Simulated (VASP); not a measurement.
Input:

```
SrCl2
1.0
    0.00000     3.44742     3.50115
    3.47346     0.00000     3.50115
    3.47346     3.44742     0.00000
Sr Cl
1 2
Cartesian
  0.00000   0.00000   0.00000
  1.73673   1.72371   1.75058
  5.26826   5.17113   5.25173
```

Method: PBE GGA, VASP's PBE PAW potentials (set 64) (plane waves; VASP). Settings: 600 eV cut-off, 5×5×5 Γ-centred mesh, Gaussian smearing of 0.050 eV, potentials Sr_sv Cl.

Q: Give the force on each atom (eV/Å).

A: 
```json
[
 {"atom": "Sr1", "Fx": "0.084", "Fy": "0.000", "Fz": "0.000"},
 {"atom": "Cl2", "Fx": "0.086", "Fy": "0.000", "Fz": "0.000"},
 {"atom": "Cl3", "Fx": "-0.170", "Fy": "0.000", "Fz": "0.000"}
]
```

Q: Give the stress tensor in GPa (positive for a compressed cell).

A: 
```
1.66  0.00  0.00
0.00  2.03  0.30
0.00  0.30  1.22
```
The pressure is its mean diagonal, 1.64 GPa.

The compound is SrCl2 in the fluorite structure. The cell was not relaxed at this level, atoms are displaced from their ideal sites. The run is one of a series of settings (ENCUT = 600 against the base run), some of them coarse on purpose.
